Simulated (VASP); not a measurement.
# ReS (P4_2/ncm) in VASP: density of states with PBE

Aim: the density of states of ReS with PBE.

Program: VASP 6.6.1. These are calculated values, not measurements. Logs are shortened: lines on timing, memory, paths and dates and some standing lists are left out, and cuts for length are marked.

## (1) The structure

The structure is tetragonal, space group P4_2/ncm (No. 138). Conventional cell: a = 3.851 Å, b = 3.851 Å, c = 10.887 Å, α = 90.00°, β = 90.00°, γ = 90.00°. Re (site symmetry 2mm) has 2 S at 2.19 Å as nearest neighbours. S (site symmetry 2/m) has 2 Re at 2.19 Å as nearest neighbours.

The cell was built by a generator and needn't be a form met in nature.

## (2) Density of states, PBE

File POSCAR:

```
ReS
1.0
    3.8506950000      0.0000000000      0.0000000000
    0.0000000000      3.8506950000      0.0000000000
    0.0000000000      0.0000000000     10.8869960000
Re S
4 4
Direct
    0.2500000000      0.2500000000      0.1570000000
    0.2500000000      0.2500000000      0.6570000000
    0.7500000000      0.7500000000      0.3430000000
    0.7500000000      0.7500000000      0.8430000000
    0.0000000000      0.0000000000      0.0000000000
    0.5000000000      0.0000000000      0.5000000000
    0.5000000000      0.5000000000      0.0000000000
    0.0000000000      0.5000000000      0.5000000000
```

File INCAR.step1:

```
SYSTEM = ReS
  PREC = Accurate
  ENCUT = 520
  EDIFF = 1E-7
  ISMEAR = -1
  SIGMA = 0.1
  LREAL = .FALSE.
  LASPH = .TRUE.
  NELM = 100
  ALGO = Fast
  ISIF = 2
  LWAVE = .FALSE.
  LCHARG = .TRUE.
  LMAXMIX = 4
  GGA = PE
  NBANDS = 36
```

File KPOINTS.step1:

```
regular mesh
0
G
  9 9 3
  0 0 0
```

File INCAR.step2:

```
SYSTEM = ReS
  PREC = Accurate
  ENCUT = 520
  EDIFF = 1E-7
  ISMEAR = -5
  SIGMA = 0.1
  LREAL = .FALSE.
  LASPH = .TRUE.
  NELM = 100
  ALGO = Fast
  ISIF = 2
  LWAVE = .FALSE.
  LCHARG = .FALSE.
  LMAXMIX = 4
  GGA = PE
  LORBIT = 11
  NBANDS = 36
  NEDOS = 2001
  ICHARG = 11
```

File KPOINTS.step2:

```
regular mesh
0
G
  14 14 5
  0 0 0
```

Potentials or basis: VASP PAW PBE potentials, release 64 (Re, S).

On the command line:

```sh
$ cat potpaw_PBE.64/Re/POTCAR potpaw_PBE.64/S/POTCAR > POTCAR
$ cp INCAR.step1 INCAR
$ cp KPOINTS.step1 KPOINTS
$ mpirun -np 1 vasp_std > vasp.out
$ cp INCAR.step2 INCAR
$ cp KPOINTS.step2 KPOINTS
$ mpirun -np 1 vasp_std > vasp.out
```

OUTCAR:

```text
SYSTEM = ReS
   PREC = Accurate
   ENCUT = 520
   EDIFF = 1E-7
   ISMEAR = -5
   LREAL = .FALSE.
   LASPH = .TRUE.
   NELM = 100
   ISIF = 2
   GGA = PE
   LORBIT = 11
   ICHARG = 11

 ion  position               nearest neighbor table
   1  0.250  0.250  0.157-   5 2.19   7 2.19   3 3.39   3 3.39   3 3.39   3 3.39
   2  0.250  0.250  0.657-   6 2.19   8 2.19   4 3.39   4 3.39   4 3.39   4 3.39
   3  0.750  0.750  0.343-   6 2.19   8 2.19   1 3.39   1 3.39   1 3.39   1 3.39
   4  0.750  0.750  0.843-   5 2.19   7 2.19   2 3.39   2 3.39   2 3.39   2 3.39
   5  0.000  0.000  0.000-   1 2.19   4 2.19   7 2.72   7 2.72   7 2.72   7 2.72
   6  0.500  0.000  0.500-   2 2.19   3 2.19   8 2.72   8 2.72   8 2.72   8 2.72
   7  0.500  0.500  0.000-   1 2.19   4 2.19   5 2.72   5 2.72   5 2.72   5 2.72
   8  0.000  0.500  0.500-   2 2.19   3 2.19   6 2.72   6 2.72   6 2.72   6 2.72

  LATTYP: Found a simple tetragonal cell.
 ALAT       =     3.8506950000
 C/A-ratio  =     2.8272807896

  Lattice vectors:

 A1 = (   3.8506950000,   0.0000000000,   0.0000000000)
 A2 = (   0.0000000000,   3.8506950000,   0.0000000000)
 A3 = (   0.0000000000,   0.0000000000,  10.8869960000)

Analysis of symmetry for initial positions (statically):
=====================================================================
 Subroutine PRICEL returns:
 Original cell was already a primitive cell.

 Routine SETGRP: Setting up the symmetry group for a
 simple tetragonal supercell.

 Subroutine GETGRP returns: Found 16 space group operations
 (whereof  4 operations were pure point group operations)
 out of a pool of 16 trial point group operations.

The static configuration has the point symmetry C_2h.
 The point group associated with its full space group is D_4h.

Analysis of symmetry for dynamics (positions and initial velocities):
=====================================================================
 Subroutine PRICEL returns:
 Original cell was already a primitive cell.

 Routine SETGRP: Setting up the symmetry group for a
 simple tetragonal supercell.

 Subroutine GETGRP returns: Found 16 space group operations
 (whereof  4 operations were pure point group operations)
 out of a pool of 16 trial point group operations.

The dynamic configuration has the point symmetry C_2h.
 The point group associated with its full space group is D_4h.

 Subroutine INISYM returns: Found 16 space group operations
 (whereof  4 operations are pure point group operations),
 and found     1 'primitive' translations

----------------------------------------------------------------------------------------

                                     Primitive cell

  volume of cell :     161.4308

  direct lattice vectors                    reciprocal lattice vectors
     3.850695000  0.000000000  0.000000000     0.259693380  0.000000000  0.000000000
     0.000000000  3.850695000  0.000000000     0.000000000  0.259693380  0.000000000
     0.000000000  0.000000000 10.886996000     0.000000000  0.000000000  0.091852702

  length of vectors
     3.850695000  3.850695000 10.886996000     0.259693380  0.259693380  0.091852702

  position of ions in fractional coordinates (direct lattice)
     0.250000000  0.250000000  0.157000000
     0.250000000  0.250000000  0.657000000
     0.750000000  0.750000000  0.343000000
     0.750000000  0.750000000  0.843000000
     0.000000000  0.000000000  0.000000000
     0.500000000  0.000000000  0.500000000
     0.500000000  0.500000000  0.000000000
     0.000000000  0.500000000  0.500000000

  ion indices of the primitive-cell ions
   primitive index   ion index
                 1           1
                 2           2
                 3           3
                 4           4
                 5           5
                 6           6
                 7           7
                 8           8

----------------------------------------------------------------------------------------

 KPOINTS: regular mesh

Automatic generation of k-mesh.
 Grid dimensions read from file:
 generate k-points for:   14   14    5

 Generating k-lattice:

  Cartesian coordinates                     Fractional coordinates (reciprocal lattice)
     0.018549527  0.000000000  0.000000000     0.071428571  0.000000000  0.000000000
     0.000000000  0.018549527  0.000000000     0.000000000  0.071428571  0.000000000
     0.000000000  0.000000000  0.018370540     0.000000000  0.000000000  0.200000000

  Length of vectors
     0.018549527  0.018549527  0.018370540

  Shift w.r.t. Gamma in fractional coordinates (k-lattice)
     0.000000000  0.000000000  0.000000000

 TETIRR: Found   1477 inequivalent tetrahedra from     5880

 Subroutine IBZKPT returns following result:
 ===========================================

 Found    108 irreducible k-points:

 Following reciprocal coordinates:
            Coordinates               Weight
  0.000000  0.000000  0.000000      1.000000
  0.071429  0.000000  0.000000      4.000000
  0.142857  0.000000  0.000000      4.000000
  0.214286  0.000000  0.000000      4.000000
  0.285714  0.000000  0.000000      4.000000
  0.357143  0.000000  0.000000      4.000000
[... 16 lines left out ...]
  0.285714  0.214286  0.000000      8.000000
  0.357143  0.214286  0.000000      8.000000
 [... further k-points ...]
   k-points           NKPTS =    108   k-points in BZ     NKDIM =    108   number of bands    NBANDS=     36
   number of dos      NEDOS =   2001   number of ions     NIONS =      8
   total plane-waves  NPLWV =  75600
   dimension x,y,z NGX =    30 NGY =   30 NGZ =   84
   dimension x,y,z NGXF=    60 NGYF=   60 NGZF=  168
   ions per type =               4   4
   NGX,Y,Z   is equivalent  to a cutoff of  12.95, 12.95, 12.83 a.u.
   NGXF,Y,Z  is equivalent  to a cutoff of  25.90, 25.90, 25.65 a.u.
 SYSTEM =  ReS
   PREC   = accura    normal or accurate (medium, high low for compatibility)
   ISTART =      0    job   : 0-new  1-cont  2-samecut
   ICHARG =     11    charge: 1-file 2-atom 10-const
   ISPIN  =      1    spin polarized calculation?
   LNONCOLLINEAR =      F non collinear calculations
   LSORBIT =      F    spin-orbit coupling
   LASPH  =      T    aspherical Exc in radial PAW
   ENCUT  =  520.0 eV  38.22 Ry    6.18 a.u.   7.16  7.16 20.24*2*pi/ulx,y,z
   NELM   =    100;   NELMIN=  2; NELMDL=  0     # of ELM steps
   EDIFF  = 0.1E-06   stopping-criterion for ELM
   LREAL  =      F    real-space projection
   EDIFFG = 0.1E-05   stopping-criterion for IOM
   NSW    =      0    number of steps for IOM
   IBRION =     -1    ionic relax: 0-MD 1-quasi-New 2-CG
   NFREE  =      0    steps in history (QN), initial steepest desc. (CG)
   ISIF   =      2    stress and relaxation
   ISYM   =      2    0-nonsym 1-usesym 2-fastsym
   POTIM  = 0.5000    time-step for ionic-motion
   TEBEG  =    0.0;   TEEND  =   0.0 temperature during run
   PSTRESS=    0.0 pullay stress
   NELECT =      52.0000    total number of electrons
   NUPDOWN=      -1.0000    fix difference up-down
   EMIN   =  10.00;   EMAX   =-10.00  energy-range for DOS
   EFERMI =   0.00;   METHOD = LEGACY
   ISMEAR =    -5;   SIGMA  =   0.10  broadening in eV -4-tet -1-fermi 0-gaus
   EFERMI_NEDOS =   21; number of points for ismear=-14 and -15
   IALGO  =     68    algorithm
   IMIX   =      4    mixing-type and parameters
     AMIX     =   0.40;   BMIX     =  1.00
     AMIX_MAG =   1.60;   BMIX_MAG =  1.00
  volume/ion in A,a.u.               =      20.18       136.17
  Fermi-wavevector in a.u.,A,eV,Ry     =   1.122226  2.120701 17.135072  1.259392
  Thomas-Fermi vector in A             =   2.258885
   LORBIT       =     11    0 simple, 1 ext, 2 COOP (PROOUT), +10 PAW based schemes
   GGA     = PE    functional components
   LHFCALC =     F    Hartree Fock is set to
   AEXX    =    0.0000 exact exchange contribution
   IVDW    =     0    specifies the selected vdW correction
   LEPSILON=     F    determine dielectric tensor
   LRPA    =     F    only Hartree local field effects (RPA)
 non-spin polarized calculation
 RMM-DIIS sequential band-by-band and
 Fermi weights with tetrahedron method with Bloechl corrections
  energy-cutoff  :      520.00
  volume of cell :      161.43
 maximum number of plane-waves:      4380
 NGX is ok and might be reduce to    30

 number of electron      51.9999993 magnetization

 Free energy of the ion-electron system (eV)
  ---------------------------------------------------
  ext. energy  EPLUGINS =         0.00000000
  ---------------------------------------------------
  free energy    TOTEN  =       -51.44998464 eV

  energy without entropy =      -51.44998464  energy(sigma->0) =      -51.44998464

 E-fermi :   5.2787     XC(G=0): -10.7988

 val. band max:        5.3208917518   @ k =   0.5000   0.2143   0.4000
 cond. band min:       5.2168456374   @ k =   0.2857   0.0000   0.4000
 fundamental gap:     -0.1040461144
 Fermi energy:         5.2786561672

 k-point     1 :       0.0000    0.0000    0.0000
  band No.  band energies     occupation
      1     -10.9830      2.00000
      2     -10.9038      2.00000
      3      -7.1383      2.00000
      4      -7.1383      2.00000
      5      -2.6759      2.00000
      6      -1.9677      2.00000
[... 28 lines left out ...]
     35       7.1194      0.00000
     36       7.1194      0.00000
[... 866 lines left out ...]
      6      -1.7365      2.00000
[... 28 lines left out ...]
     35       6.9774      0.00000
     36       7.1165      0.00000

 [... further k-points ...]

------------------------ aborting loop because EDIFF is reached ----------------------------------------

  FORCE on cell =-STRESS in cart. coord.  units (eV):
  Direction    XX          YY          ZZ          XY          YZ          ZX
  --------------------------------------------------------------------------------------
  -------------------------------------------------------------------------------------
  Total       -0.2708602     -0.2708602    -19.8829749     -0.0000000      0.0000000      0.0000000
  in kB       -2.6882490     -2.6882490   -197.3356908     -0.0000000      0.0000000      0.0000000
  external PRESSURE =     -67.5707296 kB  Pullay stress =       0.0000000 kB

 VOLUME and BASIS-vectors are now :
 -----------------------------------------------------------------------------
  energy-cutoff  :      520.00
  volume of cell :      161.43
      direct lattice vectors                 reciprocal lattice vectors
     3.850695000  0.000000000  0.000000000     0.259693380  0.000000000  0.000000000
     0.000000000  3.850695000  0.000000000     0.000000000  0.259693380  0.000000000
     0.000000000  0.000000000 10.886996000     0.000000000  0.000000000  0.091852702

 POSITION                                       TOTAL-FORCE (eV/Angst)
 -----------------------------------------------------------------------------------
      0.96267      0.96267      1.70926        -0.000000      0.000000      1.103009
      0.96267      0.96267      7.15276         0.000000      0.000000      1.103009
      2.88802      2.88802      3.73424         0.000000     -0.000000     -1.103009
      2.88802      2.88802      9.17774        -0.000000     -0.000000     -1.103009
      0.00000      0.00000      0.00000        -0.000000      0.000000      0.000000
      1.92535      0.00000      5.44350        -0.000000      0.000000      0.000000
      1.92535      1.92535      0.00000        -0.000000      0.000000      0.000000
      0.00000      1.92535      5.44350        -0.000000      0.000000      0.000000
 -----------------------------------------------------------------------------------
    total drift:                                0.000000      0.000000      0.000000

  FREE ENERGIE OF THE ION-ELECTRON SYSTEM (eV)
  ---------------------------------------------------
  free  energy   TOTEN  =       -51.4499846420 eV

  energy  without entropy=      -51.4499846420  energy(sigma->0) =      -51.44998464

 total charge

# of ion       s       p       d       tot
------------------------------------------
    1        0.488   0.369   4.807   5.665
    2        0.488   0.369   4.807   5.665
    3        0.488   0.369   4.807   5.665
    4        0.488   0.369   4.807   5.665
    5        1.367   2.281   0.000   3.648
    6        1.367   2.281   0.000   3.648
    7        1.367   2.281   0.000   3.648
    8        1.367   2.281   0.000   3.648
--------------------------------------------------
tot          7.421  10.601  19.230  37.252
```

It took 36 min on 1 thread of Intel Xeon Platinum 8488C (Sapphire Rapids), shared host; peak memory 0.59 GiB.

Results:

```
Valence electrons inside the program's atomic spheres : Re 5.67; S 3.65
```

States per cell in windows of 0.5 eV (zero at the Fermi level; states under -8 eV left out):
```csv
from (eV),total,Re1_d,Re2_d,Re3_d,Re4_d,S5_p,S6_p
-8.0,1.41,0.04,0.04,0.04,0.04,0.14,0.14
-7.5,1.98,0.08,0.08,0.08,0.08,0.19,0.19
-7.0,2.29,0.12,0.12,0.12,0.12,0.22,0.22
-6.5,3.80,0.27,0.27,0.27,0.27,0.36,0.36
-6.0,3.06,0.21,0.21,0.21,0.21,0.28,0.28
-5.5,1.86,0.10,0.10,0.10,0.10,0.16,0.16
-5.0,1.04,0.06,0.06,0.06,0.06,0.09,0.09
-4.5,1.03,0.07,0.07,0.07,0.07,0.08,0.08
-4.0,1.62,0.12,0.12,0.12,0.12,0.10,0.10
-3.5,1.76,0.17,0.17,0.17,0.17,0.08,0.08
-3.0,2.08,0.23,0.23,0.23,0.23,0.07,0.07
-2.5,5.68,0.72,0.72,0.72,0.72,0.10,0.10
-2.0,3.40,0.49,0.49,0.49,0.49,0.07,0.07
-1.5,3.78,0.63,0.63,0.63,0.63,0.06,0.06
-1.0,3.79,0.62,0.62,0.62,0.62,0.07,0.07
-0.5,4.96,0.75,0.75,0.75,0.75,0.15,0.15
0.0,6.92,1.12,1.12,1.12,1.12,0.18,0.18
0.5,5.27,0.80,0.80,0.80,0.80,0.20,0.20
1.0,2.26,0.31,0.31,0.31,0.31,0.08,0.08
1.5,3.22,0.38,0.38,0.38,0.38,0.14,0.14
2.0,1.62,0.17,0.17,0.17,0.17,0.07,0.07
2.5,0.62,0.05,0.05,0.05,0.05,0.03,0.03
3.0,0.04,0.00,0.00,0.00,0.00,0.00,0.00
3.5,0.00,0.00,0.00,0.00,0.00,0.00,0.00
```

Caveat: tetrahedron occupations give inexact forces and stress in metals. The run has no spin-orbit coupling, so splittings on Re are missing.
